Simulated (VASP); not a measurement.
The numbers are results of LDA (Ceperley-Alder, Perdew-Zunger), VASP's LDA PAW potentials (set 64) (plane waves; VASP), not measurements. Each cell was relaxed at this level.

### Question
Which of these has an unstable (imaginary) mode at Γ?
A. CdS, P6_3mc (186)
B. GaN, F-43m (216)
C. SiC, P6_3mc (186)
D. BaTiO3, Pm-3m (221)

### Answer
D, BaTiO3, Pm-3m (221). Its optical Γ-point modes are 157i (×3), 185 (×3), 290 (×3), 477 (×3) cm⁻¹.
